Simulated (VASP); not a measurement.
Given:

```yaml
crystal:
  lattice:
    - [0.00000, 2.74964, 2.74964]
    - [2.74964, 0.00000, 2.74964]
    - [2.74964, 2.74964, 0.00000]
  atoms:
    - { symbol: Hg, position: [0.00000, 0.00000, 0.00000] }
    - { symbol: Se, position: [0.25000, 0.25000, 0.25000] }
```

These are PBE GGA, VASP's PBE PAW potentials (set 64) (plane waves; VASP) values and carry that method's errors. Numerical set-up: 500 eV cut-off, 11×11×11 Γ-centred mesh, first-order Methfessel-Paxton smearing of 0.10 eV, potentials Hg Se.

Unless said otherwise, spin-orbit coupling is left out, though it shifts the bands of the heavy elements here.

Q: Estimate the energy per atom (σ→0), pressure, band gap (on the k-mesh) with the smallest direct gap where there is one.

A: 
- band gap (on the k-mesh) = none (metal, semimetal or under 0.01 eV)
- energy per atom (σ→0) = -1090 meV/atom
- pressure = 44.99 GPa

Only differences to runs with the same potentials and settings are physical.

The compound is HgSe in the zinc blende structure. It was relaxed first under an external pressure of 45 GPa.
